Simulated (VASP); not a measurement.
Here is the system:

```xyz
5
Lattice="3.9581 0.0000 0.0000 0.0000 3.9581 0.0000 0.0000 0.0000 3.9581" Properties=species:S:1:pos:R:3 pbc="T T T"
K      0.0000     0.0000     0.0000
Ta     1.9790     1.9790     1.9790
O      1.9790     0.0000     1.9790
O      0.0000     1.9790     1.9790
O      1.9790     1.9790     0.0000
```

All values below come from vdW-DF-cx, VASP's PBE PAW potentials (set 64) (plane waves; VASP 6.6.1). Numerical set-up: 520 eV cut-off, 6×6×6 Γ-centred mesh, Gaussian smearing of 0.050 eV, potentials K_sv Ta_pv O.

### Question
Give the stress tensor in GPa (positive for a compressed cell).

### Answer

```
6.55  0.00  0.00
0.00  6.55  0.00
0.00  0.00  6.55
```
The pressure is its mean diagonal, 6.55 GPa.

The compound is KTaO3 in the cubic perovskite structure. This cell is one point of a volume scan, at 0.97 of the reference volume.
